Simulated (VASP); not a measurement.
Data:

```
CELL_PARAMETERS angstrom
      0.00000     3.22294     3.22294
      3.22294     0.00000     3.22294
      3.22294     3.22294     0.00000
ATOMIC_POSITIONS crystal
  Te 0.50000 0.50000 0.50000
  Pb 0.00000 0.00000 0.00000
```

Level of theory: LDA (Ceperley-Alder, Perdew-Zunger), VASP's LDA PAW potentials (set 64) (plane waves; VASP). Numerical set-up: 520 eV cut-off, 7×7×7 Γ-centred mesh, Gaussian smearing of 0.050 eV, potentials Te Pb_d.

Q: Give the stress tensor in GPa (positive for a compressed cell).

A: 
```
-1.36   0.00   0.00
 0.00  -1.36   0.00
 0.00   0.00  -1.36
```
The pressure is its mean diagonal, -1.36 GPa.

The compound is PbTe in the rock salt structure. This cell is one point of a volume scan, at 1.03 of the reference volume.
